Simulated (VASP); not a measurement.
Crystal: CdSb2O4.

```
CELL_PARAMETERS angstrom
-2.10000 2.10000 6.50000
2.10000 -2.10000 6.50000
2.10000 2.10000 -6.50000
ATOMIC_POSITIONS crystal
Cd 0.00000 0.00000 0.00000
Sb 0.64800 0.64800 0.00000
Sb 0.35200 0.35200 0.00000
O 0.50000 0.00000 0.50000
O 0.00000 0.50000 0.50000
O 0.75000 0.25000 0.50000
O 0.25000 0.75000 0.50000
```

The cell was built by a generator and needn't be a form met in nature.

| Property | Result |
| --- | --- |
| Program | VASP 6.6.1 |
| Task | relaxation of cell and atoms |
| Functional | PBE |
| Potentials or basis | VASP PAW PBE potentials, release 64 (Cd, Sb, O) |
| Cutoff | 520 eV |
| k mesh | 5 × 5 × 5 |
| Occupations | gaussian, width 0.15 eV |
| Spin | no spin polarisation |

At the start: pressure -7.5 GPa; volume 16.38 Å³/atom.

Task: Where does the relaxation end?

Result: Over 7 steps the energy falls by 83.6 meV/atom and the volume is 14.65 Å³/atom (-10.6 %); space group I4/mmm (No. 139, to 0.05 Å).

The path:
| step | energy change (eV) | largest force (eV/Å) | pressure (GPa) | volume (Å³) |
| --- | --- | --- | --- | --- |
| 1 | 0.0000 | 1.2184 | -7.50 | 114.66 |
| 2 | -0.4754 | 0.0367 | 3.87 | 102.32 |
| 3 | -0.4765 | 0.0638 | 3.04 | 103.14 |
| 4 | -0.5815 | 0.1834 | -0.86 | 104.06 |
| 5 | -0.5828 | 0.1648 | -0.52 | 103.98 |
| 6 | -0.5861 | 0.0906 | -0.34 | 103.32 |
| 7 | -0.5852 | 0.0071 | 0.21 | 102.56 |

Final structure:
```
Cd Sb O
1.0
    -2.09546    2.09546    5.83913
     2.09546   -2.09546    5.83913
     2.09546    2.09546   -5.83913
Cd Sb O
1 2 4
Direct
  0.00000 0.00000 0.00000
  0.65234 0.65234 0.00000
  0.34766 0.34766 0.00000
  0.50000 0.00000 0.50000
  0.00000 0.50000 0.50000
  0.75000 0.25000 0.50000
  0.25000 0.75000 0.50000
```

Caveat: the k mesh is coarse (spacing up to 0.42 Å⁻¹), so the values aren't converged; the relaxation stopped at a loose force limit of 0.08 eV/Å, so its end isn't a converged minimum.
